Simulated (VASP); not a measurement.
Data:

```
CELL_PARAMETERS angstrom
      3.68156     0.00000     0.00000
     -1.84078     3.18833     0.00000
      0.00000     0.00000     6.56555
ATOMIC_POSITIONS crystal
  Ca 0.00000 0.00000 0.00000
  Mn 0.33333 0.66667 0.62319
  Mn 0.66667 0.33333 0.37681
  P  0.66667 0.33333 0.70928
  P  0.33333 0.66667 0.29072
```

The numbers are results of LDA (Ceperley-Alder, Perdew-Zunger) with spin-orbit coupling, VASP's LDA PAW potentials (set 64) (plane waves; VASP), not measurements. Numerical set-up: 400 eV cut-off, 9×9×4 Γ-centred mesh, Gaussian smearing of 0.050 eV, potentials Ca_sv Mn_pv P.

The run has a spin-polarised start.

### Question
Estimate the energy per atom (σ→0), band gap (over mesh and band path) with the smallest direct gap where there is one.

### Answer

```
Quantity                                                              Result
----------------------------------  ----------------------------------------
band gap (over mesh and band path)  none (metal, semimetal or under 0.01 eV)
energy per atom (σ→0)                                         -7.639 eV/atom
```

Only differences to runs with the same potentials and settings are physical.

The structure comes from a computed database's CaMn2P2 entry (P-3m1); how it stands against other phases isn't given here. It was relaxed first, which changed the volume by -9 %.
